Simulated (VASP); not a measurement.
# ZnCdSO: structure and properties in VASP, part 2 of 5

What structure does ZnCdSO take at this level, and what are its properties? The cell is invented: it takes the structure of a Materials Project entry for ZnCdSeS (space group 156 there), with some of its atoms replaced by other elements, volume scaled by an estimate. It may not be a known or stable phase.

VASP 6.6.1, plane waves and PAW; the level of theory is named at each step.

So far, gap on the k-mesh (eV): step 2 (rough relaxation of the start cell) 0.643.

### Step 3. Full relaxation (r2SCAN)

Level of this step: r2SCAN; plane waves and PAW (Cd, Zn, S, O); invented cell (VASP).

Properties are meant for the cell that this level of theory prefers, so cell and atoms are relaxed first (ISIF = 3) until forces and stress are small; EDIFFG sets the threshold.

INCAR

```
SYSTEM = ZnCdSO
PREC = Accurate
ENCUT = 520
EDIFF = 1E-06
NELM = 100
ISMEAR = 0
SIGMA = 0.05
LREAL = .FALSE.
ALGO = Normal
METAGGA = R2SCAN
LASPH = .TRUE.
NBANDS = 24
LORBIT = 11
LWAVE = .FALSE.
LCHARG = .FALSE.
KPAR = 2
IBRION = 2
NSW = 60
ISIF = 3
EDIFFG = -0.01
```

POSCAR

```
ZnCdSO
1.0
    3.7365930022      0.0000000000      0.0000000000
   -1.8682965011      3.2359847172      0.0000000000
    0.0000000000      0.0000000000      5.9507928782
Cd Zn S O
1 1 1 1
Direct
    0.0000000000      0.0000000000      0.4664489276
    0.3333333300      0.6666666700      0.0305405338
    0.0000000000      0.0000000000      0.8949961612
    0.3333333300      0.6666666700      0.3600143774
```

KPOINTS

```
Automatic mesh
0
Gamma
7 7 4
0 0 0
```

Potentials, in the order of the species: Cd, Zn, S and O (PBE family, release 64).

The run is started by

```console
mpirun -np 2 vasp_std
```

Log:

```text
[banner, memory and clock lines left out]
running    2 mpi-ranks, on    1 nodes
 distrk:  each k-point on    1 cores,    2 groups
 distr:  one band on    1 cores,    1 groups

 POSCAR found type information on POSCAR CdZnS O
 POSCAR found :  4 types and       4 ions
 [... a notice as in an earlier step ...]

 LDA part: xc-table for (None), standard interpolation
 POSCAR, INCAR and KPOINTS ok, starting setup
 FFT: planning ... GRIDC
 FFT: planning ... GRID_SOFT
 FFT: planning ... GRID
 WAVECAR not read
 entering main loop
       N       E                     dE             d eps       ncg     rms          rms(c)
DAV:   1     0.242938218318E+03    0.24294E+03   -0.18096E+04  1344   0.171E+03
DAV:   2    -0.350242497796E+02   -0.27796E+03   -0.26529E+03  1488   0.402E+02
DAV:   3    -0.577251040557E+02   -0.22701E+02   -0.22543E+02  1656   0.119E+02
DAV:   4    -0.580453318726E+02   -0.32023E+00   -0.32009E+00  1464   0.148E+01
DAV:   5    -0.580489284725E+02   -0.35966E-02   -0.35965E-02  1696   0.149E+00    0.125E+01
DAV:   6    -0.471318307949E+02    0.10917E+02   -0.78290E+00  1744   0.619E+01    0.115E+01
DAV:   7    -0.473992752791E+02   -0.26744E+00   -0.34890E+00  1344   0.160E+01    0.741E+00
DAV:   8    -0.474885317781E+02   -0.89256E-01   -0.11297E+00  1744   0.998E+00    0.306E+00
DAV:   9    -0.473996335149E+02    0.88898E-01   -0.38073E-01  1536   0.592E+00    0.109E+00
DAV:  10    -0.473985023727E+02    0.11311E-02   -0.12493E-01  1424   0.305E+00    0.500E-01
DAV:  11    -0.473956963651E+02    0.28060E-02   -0.13585E-02  1608   0.970E-01    0.171E-01
DAV:  12    -0.473958446055E+02   -0.14824E-03   -0.25677E-03  1408   0.365E-01    0.788E-02
DAV:  13    -0.473959725195E+02   -0.12791E-03   -0.21119E-04  1816   0.153E-01    0.684E-02
DAV:  14    -0.473958976590E+02    0.74861E-04   -0.28607E-04  1704   0.136E-01    0.221E-02
DAV:  15    -0.473958952410E+02    0.24181E-05   -0.34292E-05  1384   0.422E-02    0.663E-03
DAV:  16    -0.473958962298E+02   -0.98886E-06   -0.12514E-06  1104   0.132E-02
   1 F= -.47395896E+02 E0= -.47395896E+02  d E =-.473959E+02
 curvature:   0.00 expect dE= 0.000E+00 dE for cont linesearch  0.000E+00
 trial: gam= 0.00000 g(F)=  0.302E-03 g(S)=  0.412E-04 ort = 0.000E+00 (trialstep = 0.100E+01)
 search vector abs. value=  0.343E-03
 bond charge predicted
       N       E                     dE             d eps       ncg     rms          rms(c)
DAV:   1    -0.473962626651E+02   -0.36742E-03   -0.12157E-01  1352   0.249E+00    0.161E-01
DAV:   2    -0.473962075670E+02    0.55098E-04   -0.26190E-03  1688   0.664E-01    0.682E-02
DAV:   3    -0.473961636558E+02    0.43911E-04   -0.12818E-04  1592   0.129E-01    0.486E-02
DAV:   4    -0.473961492398E+02    0.14416E-04   -0.35860E-05  1680   0.483E-02    0.268E-02
DAV:   5    -0.473961463891E+02    0.28508E-05   -0.87032E-06  1816   0.320E-02    0.711E-03
DAV:   6    -0.473961448857E+02    0.15033E-05   -0.29176E-06   968   0.185E-02    0.308E-03
DAV:   7    -0.473961446553E+02    0.23044E-06   -0.72117E-07   672   0.737E-03
   2 F= -.47396145E+02 E0= -.47396145E+02  d E =-.248425E-03
[...]
3 F= -.47396171E+02 E0= -.47396171E+02  d E =-.274478E-03
[...]
4 F= -.47396180E+02 E0= -.47396180E+02  d E =-.283773E-03
[...]
5 F= -.47396180E+02 E0= -.47396180E+02  d E =-.284084E-03
 curvature:  -0.31 expect dE=-0.483E-04 dE for cont linesearch -0.114E-06
 trial: gam= 0.42515 g(F)=  0.457E-04 g(S)=  0.111E-03 ort = 0.113E-04 (trialstep = 0.109E+01)
 search vector abs. value=  0.229E-03
 bond charge predicted
       N       E                     dE             d eps       ncg     rms          rms(c)
DAV:   1    -0.473971237045E+02   -0.94334E-03   -0.87043E-02  1344   0.268E+00    0.263E-01
DAV:   2    -0.473963345708E+02    0.78913E-03   -0.48850E-03  1648   0.114E+00    0.897E-02
DAV:   3    -0.473962555303E+02    0.79040E-04   -0.25573E-04  1504   0.187E-01    0.670E-02
DAV:   4    -0.473962361064E+02    0.19424E-04   -0.38706E-05  1704   0.511E-02    0.349E-02
DAV:   5    -0.473962339812E+02    0.21252E-05   -0.52196E-06  1784   0.336E-02    0.554E-03
DAV:   6    -0.473962345373E+02   -0.55612E-06   -0.20574E-06  1048   0.170E-02
   6 F= -.47396235E+02 E0= -.47396235E+02  d E =-.542238E-04
 trial-energy change:   -0.000054  1 .order   -0.000086   -0.000176    0.000005
 step:   0.8926(harm=  1.0614)  dis= 0.00140  next Energy=   -47.396235 (dE=-0.548E-04)
 reached required accuracy - stopping structural energy minimisation
```

Wall time 2.3 min (2 MPI ranks of Intel Xeon 6975P-C (Granite Rapids), shared host); peak memory 0.45 GiB.

From OUTCAR (step 3):

```text
  LATTYP: Found a hexagonal cell.
 ALAT       =     3.7365930022
 C/A-ratio  =     1.5925718628

The static configuration has the point symmetry C_3v.

 Found     28 irreducible k-points:

   k-points           NKPTS =     28   k-points in BZ     NKDIM =     28   number of bands    NBANDS=     24

   dimension x,y,z NGX =    28 NGY =   28 NGZ =   48
   dimension x,y,z NGXF=    56 NGYF=   56 NGZF=   96

   ENCUT  =  520.0 eV  38.22 Ry    6.18 a.u.   6.95  6.95 11.06*2*pi/ulx,y,z

   NELECT =      36.0000    total number of electrons

 E-fermi :   1.5757

 k-point     1 :       0.0000    0.0000    0.0000
  band No.  band energies     occupation
    ...
     14       0.0187      2.00000
     15       0.0187      2.00000
     16       0.7935      2.00000
     17       1.2929      2.00000
     18       1.2930      2.00000
     19       1.9126      0.00000
     20       5.6992      0.00000
     21       9.1533      0.00000
     22       9.1534      0.00000
     23       9.6684      0.00000
    ...

 k-point     2 :       0.1429    0.0000    0.0000
  band No.  band energies     occupation
    ...
     14      -0.6576      2.00000
     15      -0.1959      2.00000
     16       0.2292      2.00000
     17       0.6836      2.00000
     18       1.0888      2.00000
     19       2.7855      0.00000
     20       6.5622      0.00000
     21       8.6159      0.00000
     22       9.4512      0.00000
     23       9.7277      0.00000
    ...

  Total       -0.0045272     -0.0045272     -0.0201591      0.0000000      0.0000000      0.0000000
  in kB       -0.1007846     -0.1007847     -0.4487815      0.0000000      0.0000000      0.0000000
  external PRESSURE =      -0.2167836 kB  Pullay stress =       0.0000000 kB

  energy-cutoff  :      520.00
  volume of cell :       71.97
      direct lattice vectors                 reciprocal lattice vectors
     3.735571301  0.000000000  0.000000000     0.267696671  0.154554733 -0.000000000
    -1.867785650  3.235099898  0.000000000    -0.000000000  0.309109465 -0.000000000
    -0.000000000  0.000000000  5.955277318    -0.000000000 -0.000000000  0.167918293

 POSITION                                       TOTAL-FORCE (eV/Angst)
 -----------------------------------------------------------------------------------
     -0.00000      0.00000      2.77176         0.000000     -0.000000     -0.000863
     -0.00000      2.15673      0.18745         0.000000      0.000000      0.000177
     -0.00000      0.00000      5.32959         0.000000     -0.000000     -0.007882
     -0.00000      2.15673      2.14484        -0.000000      0.000000      0.008568
 -----------------------------------------------------------------------------------
    total drift:                                0.000008     -0.000014      0.049287

  FREE ENERGIE OF THE ION-ELECTRON SYSTEM (eV)
  ---------------------------------------------------
  free  energy   TOTEN  =       -47.3962345373 eV

  energy  without entropy=      -47.3962345373  energy(sigma->0) =      -47.39623454

 total charge
# of ion       s       p       d       tot
------------------------------------------
    1        0.342   0.261   9.627  10.229
    2        0.501   0.514   9.851  10.866
    3        1.306   2.473   0.000   3.780
    4        1.561   3.413   0.000   4.973
--------------------------------------------------
tot          3.710   6.660  19.477  29.848

[... 2 parts as in an earlier step ...]

[... 7 further parts left out ...]
```

The steps of the relaxation:

| step | energy less that of the first step (eV) | largest force (eV/Å) | pressure (GPa) | volume (Å³) |
| --- | --- | --- | --- | --- |
| 1 | 0.0000 | 0.0563 | -0.06 | 71.95 |
| 2 | -0.0002 | 0.0287 | 0.08 | 71.88 |
| 3 | -0.0003 | 0.0219 | 0.12 | 71.86 |
| 4 | -0.0003 | 0.0259 | 0.19 | 71.82 |
| 5 | -0.0003 | 0.0206 | 0.12 | 71.85 |
| 6 | -0.0003 | 0.0086 | -0.02 | 71.97 |

| conventional cell, symmetrised | before | after | change |
| --- | --- | --- | --- |
| a (Å) | 3.737 | 3.736 | -0.0 % |
| b (Å) | 3.737 | 3.736 | -0.0 % |
| c (Å) | 5.951 | 5.955 | +0.1 % |
| volume (Å³/atom) | 17.99 | 17.99 | +0.0 % |

The relaxed structure:

```cif
data_structure
_symmetry_space_group_name_H-M 'P 1'
_symmetry_Int_Tables_number 1
_cell_length_a 3.7356
_cell_length_b 3.7356
_cell_length_c 5.9553
_cell_angle_alpha 90.000
_cell_angle_beta 90.000
_cell_angle_gamma 120.000
_cell_volume 71.97
loop_
_atom_site_label
_atom_site_type_symbol
_atom_site_fract_x
_atom_site_fract_y
_atom_site_fract_z
_atom_site_occupancy
Cd1 Cd 0.00000 0.00000 0.46543 1
Zn2 Zn 0.33333 0.66667 0.03148 1
S3 S 0.00000 0.00000 0.89494 1
O4 O 0.33333 0.66667 0.36016 1
```

Numbers from this step:

- irreducible k-points: 28
- free energy (TOTEN): -47.40 eV
- Fermi energy: 1.576 eV
- pressure: -0.02168 GPa
- SCF cycles over all ionic steps: 44
- gap on the k-mesh: 0.6196 eV
- least direct gap on the k-mesh: 0.6196 eV

It ends with a largest force of 0.009 eV/Å and a pressure of -0.02 GPa.

### Step 4. Density, ELF and potential (r2SCAN)

A single point on the relaxed cell gives a clean self-consistent state, with density, ELF and potential written out.

INCAR, as its differences from that of step 3:

```diff
@@ -14,7 +14,5 @@
 LWAVE = .FALSE.
-LCHARG = .FALSE.
-KPAR = 2
-IBRION = 2
-NSW = 60
-ISIF = 3
-EDIFFG = -0.01
+LCHARG = .TRUE.
+ISIF = 2
+LELF = .TRUE.
+LVHAR = .TRUE.
```

POSCAR

```
ZnCdSO
1.0
    3.7355713009      0.0000000000      0.0000000000
   -1.8677856505      3.2350998977      0.0000000000
    0.0000000000      0.0000000000      5.9552773176
Cd Zn S O
1 1 1 1
Direct
    0.0000000000      0.0000000000      0.4654295487
    0.3333333300      0.6666666700      0.0314759406
    0.0000000000      0.0000000000      0.8949359676
    0.3333333300      0.6666666700      0.3601585432
```

KPOINTS is that of step 3.

The run is started by

```console
mpirun -np 2 vasp_std
```

Log:

```text
[banner, memory and clock lines left out]
running    2 mpi-ranks, on    1 nodes
 distrk:  each k-point on    2 cores,    1 groups
 distr:  one band on    1 cores,    2 groups

 POSCAR found type information on POSCAR CdZnS O
 POSCAR found :  4 types and       4 ions
 [... a notice as in an earlier step ...]

 LDA part: xc-table for (None), standard interpolation
 POSCAR, INCAR and KPOINTS ok, starting setup
 FFT: planning ... GRIDC
 FFT: planning ... GRID_SOFT
 FFT: planning ... GRID
 WAVECAR not read
 entering main loop
       N       E                     dE             d eps       ncg     rms          rms(c)
DAV:   1     0.241207082200E+03    0.24121E+03   -0.18161E+04  1344   0.172E+03
DAV:   2    -0.359053937434E+02   -0.27711E+03   -0.26467E+03  1512   0.402E+02
DAV:   3    -0.577452175715E+02   -0.21840E+02   -0.21693E+02  1648   0.118E+02
DAV:   4    -0.580403883175E+02   -0.29517E+00   -0.29506E+00  1480   0.145E+01
DAV:   5    -0.580439031313E+02   -0.35148E-02   -0.35143E-02  1696   0.147E+00    0.125E+01
DAV:   6    -0.471338679731E+02    0.10910E+02   -0.78100E+00  1752   0.617E+01    0.115E+01
DAV:   7    -0.473998997073E+02   -0.26603E+00   -0.34901E+00  1344   0.160E+01    0.740E+00
DAV:   8    -0.474889847147E+02   -0.89085E-01   -0.11258E+00  1744   0.999E+00    0.307E+00
DAV:   9    -0.474001129942E+02    0.88872E-01   -0.37764E-01  1536   0.591E+00    0.108E+00
DAV:  10    -0.473987940343E+02    0.13190E-02   -0.12579E-01  1432   0.306E+00    0.497E-01
DAV:  11    -0.473960271854E+02    0.27668E-02   -0.13617E-02  1592   0.974E-01    0.170E-01
DAV:  12    -0.473961790784E+02   -0.15189E-03   -0.25365E-03  1392   0.364E-01    0.783E-02
DAV:  13    -0.473963064044E+02   -0.12733E-03   -0.21356E-04  1832   0.155E-01    0.681E-02
DAV:  14    -0.473962318657E+02    0.74539E-04   -0.28344E-04  1720   0.136E-01    0.223E-02
DAV:  15    -0.473962294005E+02    0.24652E-05   -0.34521E-05  1368   0.423E-02    0.665E-03
DAV:  16    -0.473962303783E+02   -0.97788E-06   -0.12694E-06  1048   0.132E-02
   1 F= -.47396230E+02 E0= -.47396230E+02  d E =-.375392E-17
```

The job ended after 44 s (2 MPI ranks; peak memory 0.37 GiB; 83 s of CPU time).

Parts of OUTCAR (step 4):

```text
  LATTYP: Found a hexagonal cell.
 ALAT       =     3.7355713009
 C/A-ratio  =     1.5942079104

The static configuration has the point symmetry C_3v.

 Found     28 irreducible k-points:

   ENCUT  =  520.0 eV  38.22 Ry    6.18 a.u.   6.95  6.95 11.07*2*pi/ulx,y,z

   NELECT =      36.0000    total number of electrons

 E-fermi :   1.5759

 k-point     1 :       0.0000    0.0000    0.0000
  band No.  band energies     occupation
    ...
     14       0.0193      2.00000
     15       0.0193      2.00000
     16       0.7940      2.00000
     17       1.2932      2.00000
     18       1.2932      2.00000
     19       1.9126      0.00000
     20       5.6992      0.00000
     21       9.1533      0.00000
     22       9.1534      0.00000
     23       9.6684      0.00000
    ...

 k-point     2 :       0.1429   -0.0000    0.0000
  band No.  band energies     occupation
    ...
     14      -0.6571      2.00000
     15      -0.1954      2.00000
     16       0.2295      2.00000
     17       0.6840      2.00000
     18       1.0891      2.00000
     19       2.7856      0.00000
     20       6.5622      0.00000
     21       8.6160      0.00000
     22       9.4513      0.00000
     23       9.7277      0.00000
    ...

  Total       -0.0113127     -0.0113127     -0.0274419      0.0000000      0.0000000     -0.0000000
  in kB       -0.2518427     -0.2518428     -0.6109120      0.0000000      0.0000000     -0.0000000
  external PRESSURE =      -0.3715325 kB  Pullay stress =       0.0000000 kB

  energy-cutoff  :      520.00
  volume of cell :       71.97
      direct lattice vectors                 reciprocal lattice vectors
     3.735571301  0.000000000  0.000000000     0.267696671  0.154554733  0.000000000
    -1.867785650  3.235099898  0.000000000     0.000000000  0.309109465  0.000000000
     0.000000000  0.000000000  5.955277318     0.000000000  0.000000000  0.167918293

 POSITION                                       TOTAL-FORCE (eV/Angst)
 -----------------------------------------------------------------------------------
      0.00000      0.00000      2.77176        -0.000000     -0.000000     -0.000508
     -0.00000      2.15673      0.18745         0.000000      0.000000     -0.000254
      0.00000      0.00000      5.32959         0.000000      0.000000     -0.006951
     -0.00000      2.15673      2.14484        -0.000000      0.000000      0.007713
 -----------------------------------------------------------------------------------
    total drift:                                0.000008     -0.000014      0.047752

  FREE ENERGIE OF THE ION-ELECTRON SYSTEM (eV)
  ---------------------------------------------------
  free  energy   TOTEN  =       -47.3962303783 eV

  energy  without entropy=      -47.3962303783  energy(sigma->0) =      -47.39623038

[... 4 parts as in an earlier step ...]

[... 7 further parts left out ...]
```

This step gave:

| Quantity | Value |
| --- | --- |
| SCF cycles | 16 |
| pressure | -0.03715 GPa |
| gap on the k-mesh | 0.6194 eV |
| least direct gap on the k-mesh | 0.6194 eV |

Valence electrons inside each PAW sphere by angular momentum. Sphere charges, by row:

| atom | s (e) | p (e) | d (e) | tot (e) |
| --- | --- | --- | --- | --- |
| Cd1 | 0.342 | 0.261 | 9.627 | 10.23 |
| Zn2 | 0.501 | 0.514 | 9.851 | 10.87 |
| S3 | 1.306 | 2.473 | 0 | 3.78 |
| O4 | 1.561 | 3.413 | 0 | 4.973 |

ELF in the ac plane at fractional y = 0.000, with atoms of Cd and S within 0.2 Å of it. It is the smooth field of the valence electrons, not physical close to the nuclei.

Ten even steps from '0' (0.00) to '9' (0.86), each cell a mean:
```
68998411258997
36998521269985
36998521269985
88998410258998
99987310147999
99875200035789
54432100012445
22111000001112
22211000001222
01221100011221
00121111112210
00121123212200
00121144311210
11221245421221
33211245421123
22101234321112
00000122110000
00000011100000
32211111111123
76642111113567
88874211125788
89986211136999
```
Columns run along a (3.7 Å), rows up along c (6.0 Å). Atoms in or near the plane, at fractional coordinates: Cd at (0.00, 0.47), S at (0.00, 0.89).

Valence density in the ac plane at fractional y = 0.000, with atoms of Cd and S within 0.2 Å of it. It is the smooth field of the valence electrons, not physical close to the nuclei.

Ten steps, logarithmic in the rise over the least value, from '_' (0.03 × 1e0 e/Å³) to '@' (9.43 × 1e0 e/Å³), each cell a mean:
```
==++++==--::::::::::--==++++
__==++==--::....::::--++++--
..==++==--::......::--++++--
++++++==::....__..::--==++++
++++==--::..______..::--==++
====--::..__________..::--==
----::....__________..::::--
----::....__________..::::--
**++==::..__________..--==++
%%##**==::..______..::==**##
@@%%##++::..........--++##@@
@@@@##++--::......::--**%%@@
@@%%##==::::::::::::--++##@@
####++--::::::::::::::==**##
++==--::....::::::....::==++
--::::..................::::
......____........______....
..__________......__________
............................
::::::................::::::
====--::::::::::::::::----==
++++==----::::::::::--====++
```
Columns run along a (3.7 Å), rows up along c (6.0 Å). Atoms in or near the plane, at fractional coordinates: Cd at (0.00, 0.47), S at (0.00, 0.89).

Electrostatic potential energy in the ac plane at fractional y = 0.000, with atoms of Cd and S within 0.2 Å of it. With pseudopotentials it is smooth inside the atoms' cores, unlike the true potential.

Values in eV, 22 rows by 14 columns, each cell a mean:
```
-75 -68 -39  -7  -1   1   0   0   0   1  -1 -15 -48 -71
-76 -76 -55 -13  -1   2   2   2   2   1  -2 -24 -63 -76
-76 -75 -55 -13  -1   2   3   3   3   2  -1 -24 -62 -75
-70 -62 -34  -5   1   3   4   4   4   3   0 -12 -42 -65
-37 -27 -11  -1   3   4   4   4   4   4   2  -3 -15 -30
 -6  -4  -1   2   4   4   5   5   4   4   3   1  -2  -5
 -2  -1   1   2   3   4   4   4   4   4   3   2   0  -1
 -6  -5  -2   1   2   4   4   4   4   3   2   0  -3  -5
-10 -10  -8  -3   0   3   4   4   4   2   0  -5  -9 -10
-12 -12 -11  -7  -2   2   4   4   3   1  -3  -9 -11 -12
-12 -12 -11  -9  -4   1   4   4   3   0  -5 -10 -12 -12
-12 -12 -12  -9  -4   1   4   4   3   0  -6 -10 -12 -12
-12 -12 -11  -9  -3   2   4   4   3   1  -4 -10 -12 -12
-12 -11 -10  -6  -1   3   4   4   4   2  -2  -8 -11 -12
-10  -9  -7  -2   1   4   5   5   4   3   1  -3  -7  -9
 -5  -4  -2   1   3   4   4   5   4   4   2   0  -2  -4
  0   1   2   3   3   4   4   4   4   4   3   2   1   1
  3   3   3   3   3   3   3   3   3   3   3   3   3   3
  3   3   3   3   3   2   1   1   2   2   3   3   3   3
  1   1   2   3   2   1   0  -1   0   1   2   3   2   1
 -8  -5  -1   1   1   0  -1  -1  -1   1   1   0  -2  -6
-39 -29 -11  -2   0   0  -1  -1  -1   0   0  -3 -15 -32
```
Columns run along a (3.7 Å; values clipped at the 3rd and 97th percentile), rows up along c (6.0 Å). Atoms in or near the plane, at fractional coordinates: Cd at (0.00, 0.47), S at (0.00, 0.89).

In this run the pressure is -0.04 GPa, small enough to go on.

[end of part 2 of 5]

[Lines on the potential files, build, host, timing and source positions are cut from VASP's logs without a mark.]

[Logs are printed without paths, hosts, clocks, repeated set-up lines and the standing remarks that a program may print on its own settings, such as how far it seeks lower states.]

[Hosts, paths, dates, database ids (printed as entryN), source tags and the programs' standing remarks are cut or masked in the printed files.]

[A measured line is paired with the nearest computed mode of its activity, which favours agreement.]
